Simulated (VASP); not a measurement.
# PmTe: single point with PBEsol+U

Crystal: PmTe.

```xyz
2
Lattice="3.7629 0.0000 0.0000 0.0000 3.7629 0.0000 0.0000 0.0000 3.7629" Properties=species:S:1:pos:R:3 pbc="T T T"
Pm    0.0000    0.0000    0.0000
Te    1.8815    1.8815    1.8815
```

The cell comes from a database or a generator and needn't be the stable form of this composition.

- Program: VASP 6.6.1
- Task: single point
- Functional: PBEsol
- Potentials or basis: VASP PAW PBE potentials, release 64 (Pm, Te)
- Cutoff: 520 eV
- k mesh: 5 × 5 × 5
- Occupations: gaussian, width 0.05 eV
- Spin: collinear spin, typed start
- Starting moments: [4.0, 0.0] μB
- Hubbard terms: Pm f U = 1.0 eV

```
Pressure                                              : 3.9 GPa
Band gap on the k mesh                                : none (metal or under the smearing width)
Net moment                                            : 4.97 μB per cell
Site moments                                          : Pm +4.55; Te -0.09 μB
Valence electrons inside the program's atomic spheres : Pm 12.44; Te 3.51
```

Levels at points of the mesh, in eV from the Fermi level:
Spin up:
| k point | band 11 | band 12 | band 13 | band 14 | band 15 | band 16 |
| --- | --- | --- | --- | --- | --- | --- |
| (0.00, 0.00, 0.00) | -0.84 | -0.84 | -0.84 | 0.65 | 0.65 | 0.65 |
Spin down:
```csv
k point,band 6,band 7,band 8,band 9,band 10,band 11
"(0.00, 0.00, 0.00)",-0.89,-0.89,-0.89,-0.20,-0.20,3.06
```

Eigenvalues of the final occupation matrices:
```
    site  spin  trace                         eigenvalues
site 1 f     1   4.40  0.04 0.49 0.49 0.49 0.96 0.96 0.96
site 1 f     2   0.03  0.00 0.00 0.00 0.00 0.00 0.00 0.02
```

Run time: 24 s on 1 thread of Intel(R) Xeon(R) Platinum 8488C (Sapphire Rapids), on a shared host, peak memory 0.19 GiB.

Caveat: the magnetic or orbital state may not be the lowest; the PAW data sets were made with another functional, which shifts forces and pressure a little; spin-orbit coupling is left out, which moves the levels of the heavy elements; the U is typed as a test and isn't derived for this compound. The state reached can hang on the start; a lower one may exist.
